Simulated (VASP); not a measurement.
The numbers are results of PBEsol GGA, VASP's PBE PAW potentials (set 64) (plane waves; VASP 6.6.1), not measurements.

A VASP calculation is set up with these files.

**POSCAR**
```
Lu2AlCo3
1
    2.5955110000     1.4985200000     3.7945300000
   -2.5955110000     1.4985200000     3.7945300000
    0.0000000000    -2.9970380000     3.7945300000
Lu Al Co
2 1 3
Direct
  0.3711530000   0.3711530000   0.3711530000
  0.6288470000   0.6288470000   0.6288470000
  0.0000000000   0.0000000000   0.0000000000
  0.5000000000   0.0000000000   0.0000000000
  0.0000000000   0.5000000000   0.0000000000
  0.0000000000   0.0000000000   0.5000000000
```

### INCAR
```
! general
SYSTEM   =  Lu2AlCo3
PREC     =  Accurate
ENCUT    =  300
LREAL    =  .FALSE.   ! projection in real space or not
LASPH    =  .TRUE.

! electronic loop
EDIFF    =  1E-6   ! SCF stop (eV)
NELM     =  100
ALGO     =  Normal
LMAXMIX  =  6   ! l cut-off of mixed one-centre charges

! smearing
ISMEAR   =  -1   ! Fermi-Dirac
SIGMA    =  0.1   ! width (eV)

! functional
GGA      =  PS   ! PBEsol

! ions
ISIF     =  2   ! forces and stress, cell fixed

! output
LWAVE    =  .FALSE.
LCHARG   =  .FALSE.
```

**KPOINTS**
```
Automatic mesh
0
Gamma
6 6 6
0 0 0
```

POTCAR, in this order: Lu_3 Al Co (PBE.64 set). Program: vasp_std.

The resulting files:

**OSZICAR**
```
       N       E                     dE             d eps       ncg     rms          rms(c)
DAV:   1     0.218247516618E+03    0.21825E+03   -0.15190E+04  3332   0.153E+03
DAV:   2    -0.217641656636E+02   -0.24001E+03   -0.23341E+03  2896   0.691E+02
DAV:   3    -0.448754429022E+02   -0.23111E+02   -0.21157E+02  3544   0.144E+02
DAV:   4    -0.467248284554E+02   -0.18494E+01   -0.16667E+01  3536   0.270E+01
DAV:   5    -0.469158478337E+02   -0.19102E+00   -0.16694E+00  3544   0.664E+00    0.657E+01
DAV:   6    -0.889880988940E+02   -0.42072E+02   -0.53830E+02  3516   0.247E+02    0.612E+01
DAV:   7    -0.392554212377E+02    0.49733E+02   -0.18075E+02  3032   0.127E+02    0.109E+01
DAV:   8    -0.403157624517E+02   -0.10603E+01   -0.19951E+01  3520   0.330E+01    0.219E+01
DAV:   9    -0.395782748081E+02    0.73749E+00   -0.68408E+00  3096   0.254E+01    0.488E+00
DAV:  10    -0.395511034073E+02    0.27171E-01   -0.58366E-01  3504   0.787E+00    0.191E+00
DAV:  11    -0.395674013967E+02   -0.16298E-01   -0.23225E-01  3560   0.503E+00    0.215E+00
DAV:  12    -0.395520915019E+02    0.15310E-01   -0.31227E-02  3584   0.169E+00    0.131E+00
DAV:  13    -0.395472088270E+02    0.48827E-02   -0.21871E-02  3560   0.131E+00    0.194E-01
DAV:  14    -0.395472914753E+02   -0.82648E-04   -0.79929E-04  2776   0.213E-01    0.134E-01
DAV:  15    -0.395472268879E+02    0.64587E-04   -0.32223E-04  3576   0.178E-01    0.418E-02
DAV:  16    -0.395472282461E+02   -0.13582E-05   -0.26924E-05  3352   0.362E-02    0.734E-03
DAV:  17    -0.395472288700E+02   -0.62394E-06   -0.27735E-06  1328   0.107E-02
   1 F= -.39547229E+02 E0= -.39452854E+02  d E =-.188750E+00
```

### OUTCAR
```
------------------------ aborting loop because EDIFF is reached ----------------------------------------
  FORCE on cell =-STRESS in cart. coord.  units (eV):
  Direction    XX          YY          ZZ          XY          YZ          ZX
  --------------------------------------------------------------------------------------
  Total       -0.7775004     -0.7775008      0.2108641      0.0000000      0.0000000      0.0000000
  in kB      -14.0674946    -14.0675014      3.8152131      0.0000000      0.0000007      0.0000000
  external PRESSURE =      -8.1065943 kB  Pullay stress =       0.0000000 kB
  volume of cell :       88.55
      direct lattice vectors                 reciprocal lattice vectors
     2.595511000  1.498520000  3.794530000     0.192640293  0.111220898  0.087845730
    -2.595511000  1.498520000  3.794530000    -0.192640293  0.111220898  0.087845730
     0.000000000 -2.997038000  3.794530000     0.000000000 -0.222441797  0.087845789
 POSITION                                       TOTAL-FORCE (eV/Angst)
 -----------------------------------------------------------------------------------
      0.00000      0.00000      4.22505        -0.000000      0.000000      0.068071
      0.00000      0.00000      7.15854        -0.000000     -0.000000     -0.068071
      0.00000      0.00000      0.00000        -0.000000     -0.000000      0.000000
      1.29776      0.74926      1.89726         0.000000     -0.000000     -0.000000
     -1.29776      0.74926      1.89726        -0.000000     -0.000000      0.000000
      0.00000     -1.49852      1.89726         0.000000     -0.000000     -0.000000
 -----------------------------------------------------------------------------------
    total drift:                               -0.000000      0.000000     -0.000000
  FREE ENERGIE OF THE ION-ELECTRON SYSTEM (eV)
  ---------------------------------------------------
  free  energy   TOTEN  =       -39.5472288700 eV

  energy  without entropy=      -39.3584791562  energy(sigma->0) =      -39.45285401
```
(Selected blocks of OUTCAR.)

File OUTCAR:
```
 val. band max:        6.8696838306   @ k =   0.1667   0.1667   0.0000

 cond. band min:       6.8746446397   @ k =  -0.1667   0.5000   0.1667


 Fermi energy:         6.8741073866

 k-point     1 :       0.0000    0.0000    0.0000
  band No.  band energies     occupation
      1     -19.3273      2.00000
      2     -19.1971      2.00000
      3     -19.1971      2.00000
      4     -18.8404      2.00000
      5     -18.8404      2.00000
      6     -18.7675      2.00000
      7      -1.6677      2.00000
      8       3.1789      2.00000
      9       3.8079      2.00000
     10       4.2253      2.00000
     11       4.2253      2.00000
     12       5.1153      2.00000
     13       5.1153      2.00000
     14       5.1888      2.00000
     15       5.4342      2.00000
     16       5.4342      2.00000
     17       5.6981      1.99998
     18       5.6981      1.99998
     19       6.2919      1.99410
     20       6.2919      1.99410
     21       6.4343      1.97569
     22       6.4801      1.96183
     23       6.4801      1.96183
     24       6.5141      1.94681
     25       6.5141      1.94681
     26       6.5234      1.94180
     27       7.4863      0.00438
     28       7.8188      0.00016

 k-point     2 :       0.1667    0.0000    0.0000
  band No.  band energies     occupation
      1     -19.3352      2.00000
      2     -19.2086      2.00000
      3     -19.1998      2.00000
      4     -18.8429      2.00000
      5     -18.8280      2.00000
      6     -18.7594      2.00000
      7      -1.3737      2.00000
      8       3.0429      2.00000
      9       3.8098      2.00000
     10       4.1482      2.00000
     11       4.1991      2.00000
     12       4.8911      2.00000
     13       5.0949      2.00000
     14       5.1290      2.00000
     15       5.1729      2.00000
     16       5.4588      2.00000
     17       5.6498      1.99999
     18       5.8661      1.99992
     19       6.0096      1.99965
     20       6.0443      1.99950
...
```

At this cut-off the stress carries a Pulay error, which pulls relaxed volumes low.

The structure comes from a computed database's Lu2AlCo3 entry (R-3m); how it stands against other phases isn't given here. The cell was not relaxed at this level. The run is not spin-polarised, so no magnetic state was tried.
